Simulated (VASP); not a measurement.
**TiGe (relaxed from the NiAs structure, space group P6_3/mmc): computed properties**

The numbers are results of r2SCAN meta-GGA, VASP's PBE PAW potentials (set 64) (plane waves; VASP), not measurements.

```yaml
space_group: P6_3/mmc (194)
cell: a = b = 3.581 Å, c = 6.413 Å, α = β = 90.00°, γ = 120.00°
volume_per_atom: 17.80 Å³/atom
band gap (over mesh and band path): none (metal, semimetal or under 0.01 eV)
band_gap_with_spin_orbit_coupling: none (metallic)
density: 5.62 g/cm³
```

TiGe has the hexagonal space group P6₃/mmc (No. 194), the NiAs type structure, Pearson symbol hP4. Conventional cell: a = 3.5809 Å, b = 3.5809 Å, c = 6.4126 Å, α = 90.00°, β = 90.00°, γ = 120.00°. Ti on 2a has 6 Ge at 2.616 Å and 2 Ti at 3.206 Å. Ge on 2c is coordinated by 6 Ti at 2.616 Å (trigonal prismatic). (Neighbours: up to the widest gap in distance over summed covalent radii, below 1.35, at either atom; cation-cation and far metal-metal contacts left out.)

The structure was generated: TiGe was put into the NiAs type (P6_3/mmc), which need not be its known phase. It was relaxed first, which changed the volume by -13 %. Symmetry was kept, so distortions that lower it aren't found.
